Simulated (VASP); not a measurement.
These are vdW-DF2, VASP's PBE PAW potentials (set 64) (plane waves; VASP) values and carry that method's errors.

VASP input:

**INCAR**
```
SYSTEM = LiF
PREC = Accurate
ENCUT = 520
EDIFF = 1E-6
NELM = 100
ALGO = Normal
LREAL = .FALSE.
LASPH = .TRUE.
ISMEAR = 0
SIGMA = 0.05
GGA = ML
ZAB_VDW = -1.8867
LUSE_VDW = .TRUE.
AGGAC = 0.0
LWAVE = .FALSE.
LCHARG = .FALSE.
IBRION = 2
ISIF = 3
NSW = 60
EDIFFG = -0.01
```

POSCAR:
```
LiF
1
   -0.0000000000     2.0326261979     2.0326261979
    2.0326261979     0.0000000000     2.0326261979
    2.0326261979     2.0326261979    -0.0000000000
Li F
1 1
Direct
  0.0000000000   0.0000000000   0.0000000000
  0.5000000000   0.5000000000   0.5000000000
```

File KPOINTS:
```
Automatic mesh
0
Gamma
10 10 10
0 0 0
```

POTCAR, in this order: Li_sv F (PBE.64 set). Program: vasp_std.

The resulting files:

File OSZICAR:
```
       N       E                     dE             d eps       ncg     rms          rms(c)
DAV:   1     0.347255470494E+02    0.34726E+02   -0.57703E+03   879   0.112E+03
DAV:   2    -0.723506722951E+01   -0.41961E+02   -0.40338E+02   916   0.209E+02
DAV:   3    -0.830303740966E+01   -0.10680E+01   -0.10659E+01  1126   0.322E+01
DAV:   4    -0.831568809798E+01   -0.12651E-01   -0.12649E-01  1083   0.344E+00
DAV:   5    -0.831583357910E+01   -0.14548E-03   -0.14548E-03  1141   0.216E-01    0.545E+00
DAV:   6    -0.755423867713E+01    0.76159E+00   -0.42941E+00   860   0.159E+01    0.139E+00
DAV:   7    -0.754857425309E+01    0.56644E-02   -0.32463E-02   930   0.225E+00    0.833E-01
DAV:   8    -0.754267221942E+01    0.59020E-02   -0.21824E-02  1024   0.190E+00    0.103E-01
DAV:   9    -0.754274569008E+01   -0.73471E-04   -0.11275E-03   997   0.367E-01    0.517E-02
DAV:  10    -0.754283199338E+01   -0.86303E-04   -0.14795E-04   871   0.169E-01    0.359E-02
DAV:  11    -0.754282567318E+01    0.63202E-05   -0.23727E-05  1021   0.682E-02    0.438E-03
DAV:  12    -0.754282543442E+01    0.23876E-06   -0.72314E-07   970   0.112E-02
   1 F= -.75428254E+01 E0= -.75428254E+01  d E =-.754283E+01
```

OUTCAR:
```
------------------------ aborting loop because EDIFF is reached ----------------------------------------
  FORCE on cell =-STRESS in cart. coord.  units (eV):
  Direction    XX          YY          ZZ          XY          YZ          ZX
  --------------------------------------------------------------------------------------
  Total        0.0186333      0.0186333      0.0186333      0.0000000      0.0000000      0.0000000
  in kB        1.7774472      1.7774472      1.7774472      0.0000000      0.0000000      0.0000000
  external PRESSURE =       1.7774472 kB  Pullay stress =       0.0000000 kB
  volume of cell :       16.80
      direct lattice vectors                 reciprocal lattice vectors
     0.000000000  2.032626198  2.032626198    -0.245987187  0.245987187  0.245987187
     2.032626198  0.000000000  2.032626198     0.245987187 -0.245987187  0.245987187
     2.032626198  2.032626198  0.000000000     0.245987187  0.245987187 -0.245987187
  FREE ENERGIE OF THE ION-ELECTRON SYSTEM (eV)
  ---------------------------------------------------
  free  energy   TOTEN  =        -7.5428254344 eV

  energy  without entropy=       -7.5428254344  energy(sigma->0) =       -7.54282543

 reached required accuracy - stopping structural energy minimisation
```
(Selected blocks of OUTCAR.)

The compound is LiF in the rock salt structure. It was relaxed first. The start is the result of an earlier pass.
